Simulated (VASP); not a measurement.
VASP runs on CuS2 (a trial cell in the 3R-MoS2 structure, space group R3m) share one base input (PBE GGA, plane waves, VASP's PBE PAW potentials (set 64)) and change the settings named in each case.

**INCAR**
```
! general
SYSTEM   =  CuS2
PREC     =  Accurate
ENCUT    =  400
LREAL    =  F   ! projection in real space or not
LASPH    =  T   ! aspherical one-centre terms

! electronic loop
EDIFF    =  1E-6
NELM     =  100   ! most electronic steps
ALGO     =  Normal
LMAXMIX  =  4

! smearing
ISMEAR   =  0   ! Gaussian
SIGMA    =  0.05   ! width (eV)

! functional
GGA      =  PE   ! PBE

! ions
ISIF     =  2

! output
LWAVE    =  F
LCHARG   =  F
```

POSCAR:
```
CuS2
1
    1.5058170000     0.8693840000     5.8303010000
   -1.5058170000     0.8693840000     5.8303010000
    0.0000000000    -1.7387680000     5.8303010000
Cu S
1 2
Direct
  0.0000000000   0.0000000000   0.0000000000
  0.7523000000   0.7523000000   0.7523000000
  0.5810000000   0.5810000000   0.5810000000
```

File KPOINTS:
```
Automatic mesh
0
Gamma
8 8 8
0 0 0
```

POTCAR, in this order: Cu S (PBE.64 set). Program: vasp_std.

```tsv
change	E(σ→0) (eV/atom)	pressure (GPa)	−TS (eV)
base run	-3.5065	12.46	-0.0037
GGA = RE	-3.1366	14.80	-0.0037
AGGAC = 0.0, GGA = BO, LUSE_VDW = .TRUE., PARAM1 = 0.1833333333, PARAM2 = 0.22	-1.5280	13.87	-0.0039
GGA = 91	-3.5173	___	-0.0037
GGA = RP	-3.0693	15.91	-0.0037
```

Q: Some entries are withheld; supply them.

A: 
- GGA = 91, pressure (GPa): 12.94

Energies of different potentials or functionals have different zeros.

Left out are runs that ran out of time, are held back, or changed the cell or the kind of run, fixed moments of cells without a moment, rows past the twelfth, gaps on odd meshes, pressures of charged cells and columns that move by less than the noise.

The structure was generated: CuS2 was put into the 3R-MoS2 type (R3m), which need not be its known phase. The cell was not relaxed at this level. The electron count is odd and the run is not spin-polarised, which forces a metal.
